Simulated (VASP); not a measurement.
These are PBEsol GGA, VASP's PBE PAW potentials (set 64) (plane waves; VASP 6.6.1) values and carry that method's errors.

The input files of a VASP run:

File KPOINTS:
```
Automatic mesh
0
Gamma
8 8 5
0 0 0
```

### POSCAR
```
ZrS2
1
    1.7966635427    -3.1119125614     0.0000000000
    1.7966635427     3.1119125614    -0.0000000000
    0.0000000000     0.0000000000     5.8130075344
Zr S
1 2
Direct
  0.0000000000   0.0000000000   0.0000000000
  0.3333330000   0.6666670000   0.2473376072
  0.6666670000   0.3333330000   0.7526623928
```

**INCAR**
```
! general
SYSTEM  = ZrS2
PREC    = Accurate
ENCUT   = 520   ! plane-wave cut-off (eV)
LREAL   = .FALSE.   ! projection in real space or not
LASPH   = .TRUE.

! electronic loop
EDIFF   = 1E-7
NELM    = 100   ! most electronic steps
ALGO    = Normal   ! blocked Davidson
LMAXMIX = 4

! smearing
ISMEAR  = 0   ! Gaussian
SIGMA   = 0.05   ! width (eV)

! functional
GGA     = PS   ! PBEsol

! ions
IBRION  = 2   ! conjugate gradients
NSW     = 30   ! most ionic steps
ISIF    = 4
EDIFFG  = -0.01   ! ionic stop

! output
LWAVE   = .FALSE.
LCHARG  = .FALSE.
```

POTCAR, in this order: Zr_sv S (PBE.64 set). Program: vasp_std.

### Question
What will the output report for the number of irreducible k-points (NKPTS), largest plane-wave count, number of space-group operations, FFT grid (NGX, NGY, NGZ)?

### Answer

```json
{
  "number of irreducible k-points (NKPTS)": "40",
  "largest_plane_wave_count": "1768",
  "number_of_space_group_operations": "12",
  "FFT grid (NGX, NGY, NGZ)": "28 × 28 × 48"
}
```

The compound is ZrS2 in the 1T layered structure. This cell is one point of a volume scan, at 0.97 of the reference volume. Symmetry was kept, so distortions that lower it aren't found.
